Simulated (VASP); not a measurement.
Given:

```
AlNi
1.0
    2.83462     0.00000     0.00000
    0.00000     2.83462     0.00000
    0.00000     0.00000     2.83462
Al Ni
1 1
Direct
  0.50000   0.50000   0.50000
  0.00000   0.00000   0.00000
```

Computed with AM05 GGA, VASP's PBE PAW potentials (set 64) (plane waves; VASP). Numerical set-up: 520 eV cut-off, 13×13×13 Γ-centred mesh, first-order Methfessel-Paxton smearing of 0.10 eV, potentials Al Ni.

### Question
What does the run give for the energy per atom (σ→0), pressure, band gap (on the k-mesh) with the smallest direct gap where there is one?

### Answer

The band gap (on the k-mesh) comes out as none (metal, semimetal or under 0.01 eV) and the energy per atom (σ→0) comes out as -5.635 eV/atom. The pressure is 5.22 GPa.

The compound is NiAl in the CsCl type structure. This cell is one point of a volume scan, at 0.97 of the reference volume. The run is not spin-polarised, so no magnetic state was tried. The electron count is odd and the run is not spin-polarised, which forces a metal.
